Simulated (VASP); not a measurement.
Input for VASP

POSCAR:
```
GaP
1
    3.8298289863     0.0000000000     0.0000000000
   -1.9149144932     3.3167290812    -0.0000000000
    0.0000000000     0.0000000000     6.3084551288
Ga P
2 2
Direct
  0.6666670000   0.3333330000   0.5000402684
  0.3333330000   0.6666670000   0.0000402684
  0.6666670000   0.3333330000   0.8739597316
  0.3333330000   0.6666670000   0.3739597316
```

### INCAR
```
! general
SYSTEM   =  GaP
PREC     =  Accurate
ENCUT    =  400
LREAL    =  .FALSE.
LASPH    =  .TRUE.

! electronic loop
EDIFF    =  1E-7
NELM     =  100
ALGO     =  Normal   ! blocked Davidson
LMAXMIX  =  4   ! l cut-off of mixed one-centre charges

! smearing
ISMEAR   =  -5

! functional
GGA      =  PS   ! PBEsol

! ions
ISIF     =  2

! output
LWAVE    =  .FALSE.
LCHARG   =  .TRUE.
LORBIT   =  11   ! lm-projected
NEDOS    =  601

! other
LEFG     =  .TRUE.
```

**KPOINTS**
```
K-points
0
gamma
8 8 4
```

POTCAR, in this order: Ga_d P (PBE.64 set). Program: vasp_std.

Problem. Write an equivalent input for Quantum ESPRESSO's pw.x.

Solution. One equivalent input (not run):
```
&CONTROL
  calculation = 'scf'
  pseudo_dir = './pseudo'
  outdir = './out'
  tprnfor = .true.
  tstress = .true.
/
&SYSTEM
  ibrav = 0
  nat = 4
  ntyp = 2
  ecutwfc = 80
  occupations = 'tetrahedra'
  input_dft = 'pbesol'
/
&ELECTRONS
  conv_thr = 7.3e-09
  electron_maxstep = 100
/
ATOMIC_SPECIES
  Ga 69.723 Ga.upf
  P 30.974 P.upf
CELL_PARAMETERS angstrom
     3.8298290    0.0000000    0.0000000
    -1.9149145    3.3167291   -0.0000000
     0.0000000    0.0000000    6.3084551
ATOMIC_POSITIONS crystal
  Ga   0.6666670  0.3333330  0.5000403
  Ga   0.3333330  0.6666670  0.0000403
  P    0.6666670  0.3333330  0.8739597
  P    0.3333330  0.6666670  0.3739597
K_POINTS automatic
  8 8 4 0 0 0
```
The two are equivalent in intent, not identical: the potentials are each code's own (VASP's PAW set, PseudoDojo norm-conserving files in pw.x), so ENCUT and ecutwfc are chosen apart and not converted; conv_thr bounds pw.x's estimated SCF error, while EDIFF bounds the energy change between steps; the field gradients of LEFG aren't asked of the other code.

The structure comes from a computed database's GaP entry (P6_3mc); how it stands against other phases isn't given here. It was relaxed first.
